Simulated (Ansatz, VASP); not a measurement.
# TiO2 (Anatase): VASP beside Ansatz, part 2 of 2

One calculation is typed for both programs; each brings its own data sets. How far apart do they land? The cell is taken from a series of runs on this material, whose earlier steps may have relaxed, scaled, displaced or heated it; both programs get it as it stands.

VASP 6.6.1 and Ansatz 0.2.0.

So far: Set-up; VASP: relaxation of cell and atoms, PBE with D3(BJ).

## Step 3: Ansatz: relaxation of cell and atoms, PBE with D3(BJ)

Level of this step: Ansatz beside VASP: Kohn-Sham DFT, plane waves, PBE with D3(BJ) (Ansatz).

Ansatz runs on its default PAW (the set named soft_2) files.

The same cell, functional and mesh now go to Ansatz, which takes its cutoff from its data sets.

input.yaml reads:

```yaml
crystal:
  lattice:
    - [-1.8936850134, 1.8936850134, 4.7856727222]
    - [1.8936850134, -1.8936850134, 4.7856727222]
    - [1.8936850134, 1.8936850134, -4.7856727222]
  atoms:
    - { symbol: Ti, position: [0.0, 0.0, 0.0] }
    - { symbol: Ti, position: [0.75, 0.25, 0.5] }
    - { symbol: O, position: [0.208103356, 0.208103356, 0.0] }
    - { symbol: O, position: [0.958103356, 0.458103356, 0.5] }
    - { symbol: O, position: [0.541896644, 0.041896644, 0.5] }
    - { symbol: O, position: [0.791896644, 0.791896644, 0.0] }
kpoints:
  mp_grid: { grid: [10, 10, 10] }
hamiltonian:
  xc: pbe
  dispersion: d3bj
scf:
  occupations: { method: fixed }
output:
  forces: true
  stress: true
  eigenvalues: true
relax:
  adjacent_minimum: "off"
  f_tol: 0.001
  max_steps: 60
  cell: { stress_tol: 0.01 }
```

On the command line:

```console
$ ansatz run input.yaml --threads 8 --pin off --max-ram 14336MiB --backend cpu --events-out ev --progress --plain --runs-dir out
```

Numbers of over 12 decimals in the logs are rounded to 6 here.

Output:

```text
basis.fft_grid_basis auto: the FFT boxes are laid along the combinations [[1, 0, 1], [0, 1, 1], [0, 0, 1]] of the cell's own vectors, 3.787, 3.787 and 5.484 Å long. The dense box has 27×27×40 points. Along the cell's own vectors, as sized, it would have 40×40×40, 2.19 times as many. Of the 16 symmetry operations that the crystal satisfies within crystal.symmetry.tolerance (time reversal apart; of a slab, those that k [...]
Engine: ansatz 0.2.0, x86_64-unknown-linux-gnu
Pseudopotentials: kind: paw
Pseudopotential: Ti, paw, valence charge 12, recommended cutoff 420 eV (normal), Ti.paw.azcp
Pseudopotential: O, paw, valence charge 6, recommended cutoff 420 eV (normal), O.paw.azcp
Functional definition: PBE
  parameter kappa = 0.804
  parameter beta = 0.066725
  exchange = pbe_x(kappa = kappa, mu = beta*pi^2/3)
  correlation = pbe_c(beta = beta)
Crystal: 6 atoms, lattice volume = 68.647 Å³
Basis set: ecut = 420 eV, 1323 PW (Γ), FFT grids on a1+a3, a2+a3, a3, exchange–correlation on 54×54×80 points (8 copies of the dense FFT grid, shifted against one another)
Bands: 30, of which v1, the nominal top of the filled ones, is band 24 counted from 1 (23 counted from 0)
Symmetry: 16 space group operations
Space group: I41/amd (ITA 141), of the structure as read, at distance tolerance 4.1e-5 Å
k-points: 102 of 1000
Non-local potential: Ti, projectors of the file, l = 0: 3, l = 1: 2, l = 2: 3, l = 3: 1
Non-local potential: O, projectors of the file, l = 0: 2, l = 1: 2, l = 2: 1
PAW form: soft (Blöchl's): semilocal exchange-correlation on the pseudo side does not see the compensation charge
PAW one-centre angular grid: Ti, 590 points (default); XC on 64 Gauss nodes
PAW one-centre angular grid: O, 110 points (default); XC on 64 Gauss nodes
Initial density: superposition of atomic densities (neutral atoms: chi_scale 0, normalization atom), corrected by the library's trained network
Initial wavefunctions: pseudopotential atomic-orbital guess
Functional: x = pbe(κ = 0.804, μ = 0.219515), c = pbe(β = 0.066725)
SCF iter   1: F=—  HF=-7278.828776 eV  |F-HF|=—  |Δ(HF+E_count)|=         —  Δρ=3.36e-3  dr2=2.83e-3  ethr=1.77e-3  ⟨swp⟩=3.5  Hψ=11317  notcnv=0  defer=223
preconditioner: auto → none  [insulator: Δε(μ)=2.135 eV  Ē_g=9.615 eV  n_scr=14 (ndim 8)  ℏωp=25.4 eV  f_vac=0.103  ε∞_Penn≈8.0]
SCF iter   2: F=—  HF=-7278.830420 eV  |F-HF|=—  |Δ(HF+E_count)|=   1.64e-3  Δρ=2.47e-3  dr2=3.00e-3  ethr=5.90e-6  ⟨swp⟩=2.9  Hψ=6438  notcnv=0  defer=404
SCF iter   3: F=—  HF=-7278.830275 eV  |F-HF|=—  |Δ(HF+E_count)|=   1.46e-4  Δρ=1.42e-3  dr2=7.93e-4  ethr=5.90e-6  ⟨swp⟩=2.0  Hψ=4493  notcnv=0  defer=407
SCF iter   4: F=—  HF=-7278.830474 eV  |F-HF|=—  |Δ(HF+E_count)|=   1.99e-4  Δρ=6.31e-4  dr2=1.47e-4  ethr=1.65e-6  ⟨swp⟩=2.0  Hψ=4156  notcnv=0  defer=383
SCF iter   5: F=—  HF=-7278.830534 eV  |F-HF|=—  |Δ(HF+E_count)|=   6.00e-5  Δρ=1.44e-4  dr2=8.18e-6  ethr=3.06e-7  ⟨swp⟩=2.1  Hψ=3821  notcnv=0  defer=180
SCF iter   6: F=—  HF=-7278.830389 eV  |F-HF|=—  |Δ(HF+E_count)|=   1.45e-4  Δρ=1.39e-5  dr2=2.86e-8  ethr=2.08e-10  ⟨swp⟩=9.1  Hψ=17014  notcnv=0
SCF iter   7: F=-7278.830389 eV  HF=-7278.830389 eV  |F-HF|=8.30e-10  |Δ(HF+E_count)|=   8.40e-8  Δρ=1.66e-6  dr2=5.02e-10  ethr=5.96e-11  ⟨swp⟩=2.0  Hψ=10642  notcnv=0
SCF 1 converged in 7 iterations: F = -7278.830389 eV  dr2 = 5.02e-10
  greatest PAW one-centre occupation: 0.999 electrons in one spin orbital (limit 2), on the Ti atom at site 1 (counted from 0), in its partial waves of l = 0
relax step   1: F+E_penalty+E_count = -7278.83038873 eV  Δ(F+E_penalty+E_count) = +0.000e0 eV  max|allowed force component| = 1.112e-4 eV/Å  Δτ_max = 0.0000 Å  P = +0.004 GPa  Ω = 68.647 Å³  (7 SCF iters, dr2 threshold 1.00e-7 eV, accepted)
[...]
relax step   2: F+E_penalty+E_count = -7278.83038146 eV  Δ(F+E_penalty+E_count) = +7.270e-6 eV  max|allowed force component| = 8.643e-6 eV/Å  Δτ_max = 0.0001 Å  P = +0.001 GPa  Ω = 68.648 Å³  energy of the carried Pulay correction = -7.476e-6 eV  (4 SCF iters, dr2 threshold 4.20e-10 eV, accepted)
[...]
relax step   3: F+E_penalty+E_count = -7278.83039150 eV  Δ(F+E_penalty+E_count) = -1.004e-5 eV  max|allowed force component| = 3.265e-6 eV/Å  Δτ_max = 0.0000 Å  P = +0.001 GPa  Ω = 68.648 Å³  stress off target by 8.90e-3 GPa  SCF on the basis re-selected at this cell (its energy is not comparable with the rows above)  (6 SCF iters)
basis re-selected at this cell: Δ(F+E_penalty+E_count) = -1.004e-5 eV, ΔP = +0.000 GPa vs the last step (what re-selecting the basis moved, of the pressure what is left beyond the Pulay correction that the steps carried, after the strain that the cell walked since its last selection, with what the two solves' SCF thresholds leave and, on support functions, any second-order correction that the steps lacked; it is no m [...]
SCF converged after 6 iterations
Free energy (F): -7278.830392 eV
Harris-Foulkes:  -7278.830392 eV  (|F-HF|=0.00e0)
Internal energy: -7278.830392 eV  (E = F + TS)
E sigma→0 (E₀):  -7278.830392 eV
Fermi energy:    7.230697 eV
--- Per-component energies (eV) ---
  E_band       = -459.830172
  E_kinetic    = 1247.270321
  E_local      = -3578.993117  (includes V_loc(G=0)·N_el)
  E_nonlocal   = 196.493380
  E_hartree    = 1387.621367
  E_xc         = -492.679688
  E_vxc        = -623.917952  (∫ρ·V_xc dr)
  E_paw        = -2722.117006  (= ΣΔE_a)
  E_vpaw       = -475.935655  (= ΣTr[D̂ρ^β])
  E_aug_tail   = 0.010081  (compensation charges beyond the density's cutoff)
  E_ewald      = -3315.090951
  E_disp       = -1.344778  (pairwise vdW)
  E_smearing   = -0.000000  (= −TS)
  E_closure    = 0.000000  (closes the sum)
  Σ components = -7278.830392   (vs F -7278.830392, Δ=0.00e0)
--- Forces (eV/Å), atoms counted from 1 ---
  atom   1  Ti     0.00000000     0.00000000     0.00000000
  atom   2  Ti     0.00000000     0.00000000     0.00000000
  atom   3  O      0.00000000    -0.00000000     0.00000327
  atom   4  O      0.00000000     0.00000000     0.00000327
  atom   5  O     -0.00000000    -0.00000000    -0.00000327
  atom   6  O      0.00000000     0.00000000    -0.00000327
  max |Σ_I F_I| component: 5.20e-18 eV/Å
--- Stress (GPa, compression-positive) ---
       -0.002836       0.000000      -0.000000
        0.000000      -0.002836      -0.000000
        0.000000      -0.000000       0.008898
  P = ⅓ Tr σ = 0.0011 GPa (0.011 kbar)
--- Band table (eV; the first three rows and the last of 102) ---
  k-point 0: bands = [... 20 lower, 6.4575, 6.4580, 6.7733, 6.7733, 9.3531, 10.0694, 11.2056, 11.2056, ... 2 higher]
  k-point 1: bands = [... 20 lower, 6.2485, 6.2992, 6.4912, 6.8965, 9.7760, 10.1324, 10.7899, 11.0249, ... 2 higher]
  k-point 2: bands = [... 20 lower, 5.6497, 6.1139, 6.6279, 6.9934, 10.1750, 10.3707, 10.5473, 10.8453, ... 2 higher]
  k-point 101: bands = [... 20 lower, 5.9699, 5.9699, 7.1112, 7.1112, 9.6991, 9.6991, 10.9852, 10.9852, ... 2 higher]
--- Relaxed structure (2 steps of the walk, 2 accepted, 1 SCFs on fresh bases) ---
  F+E_penalty+E_count = -7278.83039150 eV   max|allowed force component| = 3.265e-6 eV/Å   (the final SCF, on the basis selected at the relaxed cell)
  cell:  # Å, volume = 68.6482 Å³
    - [-1.893671, 1.893671, 4.785863]
    - [1.893671, -1.893671, 4.785863]
    - [1.893671, 1.893671, -4.785863]
  atoms:
    - { symbol: Ti, position: [0, 0, 0] }
    - { symbol: Ti, position: [0.75, 0.250000, 0.500000] }
    - { symbol: O, position: [0.208098, 0.208098, 0] }
    - { symbol: O, position: [0.958098, 0.458098, 0.5] }
    - { symbol: O, position: [0.541902, 0.041902, 0.5] }
    - { symbol: O, position: [0.791902, 0.791902, 0] }
```

Reading the cycles: dr2 is the Hartree energy of the density residual (eV), the measure of convergence; HF is the Harris–Foulkes estimate of the energy, which meets the free energy F at convergence.

## Step 4: Differences

Known differences besides the potentials themselves: fixed occupations in Ansatz, narrow Gaussian smearing in VASP; the cutoff is 420 eV in Ansatz and 600 eV in VASP; Ansatz adds a Pulay correction to the stress that steers its cell, VASP none. Total energies have different zeros and are not compared.

The two programs side by side:

```csv
quantity,Ansatz,VASP,difference
volume (Å³),68.65,68.79,-0.21 %
"edge a after relaxation, in the typed setting (Å)",5.484,5.488,-0.07 %
```

## Step 5: Summary of results

* difference in volume (relaxation of cell and atoms, PBE with D3(BJ)): -0.21 %

In words: The difference in volume is -0.21 % (relaxation of cell and atoms, PBE with D3(BJ)), within the 1.2 % picked in this series as the mark of a large difference, as far as the stopping tolerances let one tell. Such differences can come from data sets, numerical settings and the points named under the comparisons, not from the functional's error against experiment.

[Lines on the potential files, build, host, timing and source positions are cut from VASP's logs without a mark.]

[Logs are printed without paths, hosts, clocks, repeated set-up lines and the standing remarks that a program may print on its own settings, such as how far it seeks lower states.]

[Hosts, paths, dates, database ids (printed as entryN), source tags and the programs' standing remarks are cut or masked in the printed files.]
